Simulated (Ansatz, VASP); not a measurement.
**One calculation of NaCaF3, two programs**

Contents of INCAR:

```
SYSTEM = NaCaF3
PREC = Accurate
ENCUT = 520
EDIFF = 1E-6
ISMEAR = 0
SIGMA = 0.01
LREAL = .FALSE.
LASPH = .TRUE.
NELM = 100
ALGO = Normal
ISIF = 2
LWAVE = .FALSE.
LCHARG = .TRUE.
GGA = PE
LELF = .TRUE.
LVHAR = .TRUE.
NBANDS = 27
```

File KPOINTS:

```
Automatic mesh
0
G
  6 6 6
  0 0 0
```

The input POSCAR:

```
NaCaF3
1.0
    4.3805651110      0.0000000000      0.0000000000
    0.0000000000      4.3805651110      0.0000000000
    0.0000000000      0.0000000000      4.3805651110
Na Ca F
1 1 3
Direct
    0.0000000000      0.0000000000      0.0000000000
    0.5000000000      0.5000000000      0.5000000000
    0.5000000000      0.5000000000      0.0000000000
    0.5000000000      0.0000000000      0.5000000000
    0.0000000000      0.5000000000      0.5000000000
```

Input for Ansatz:

```yaml
crystal:
  lattice:
    - [4.380565111, 0.0, 0.0]
    - [0.0, 4.380565111, 0.0]
    - [0.0, 0.0, 4.380565111]
  atoms:
    - { symbol: Na, position: [0.0, 0.0, 0.0] }
    - { symbol: Ca, position: [0.5, 0.5, 0.5] }
    - { symbol: F, position: [0.5, 0.5, 0.0] }
    - { symbol: F, position: [0.5, 0.0, 0.5] }
    - { symbol: F, position: [0.0, 0.5, 0.5] }
kpoints:
  mp_grid: { grid: [6, 6, 6] }
  band_path:
    path: [[0.0, 0.0, 0.0], [0.0, 0.5, 0.0], [0.5, 0.5, 0.0], [0.5, 0.5, 0.5]]
    npoints: 1
hamiltonian:
  xc: pbe
scf:
  occupations: { method: fixed }
  n_extra_bands: 5
output:
  forces: true
  stress: true
  eigenvalues: true
```

Alike in both runs: task single point; functional PBE; k mesh 6 × 6 × 6; no spin polarisation.

```csv
,VASP,Ansatz
version,VASP 6.6.1,Ansatz 0.2.0
potentials or method,"VASP PAW PBE potentials, release 64 (Na_pv, Ca_sv, F)","plane waves, PAW"
plane-wave cutoff (eV),520,420
occupations,"gaussian, width 0.01 eV",fixed
valence electrons in the cell,38,40
```

```tsv
	VASP	Ansatz	Ansatz less VASP
gap on the k mesh at the Fermi level (eV)	5.09	5.10	+0.014
pressure (GPa)	2.0	1.8	-0.21
```

The two sets of potentials don't hold the same shells in valence.

A k mesh can miss the band edges. As with any semilocal functional, this PBE gap is likely too small.
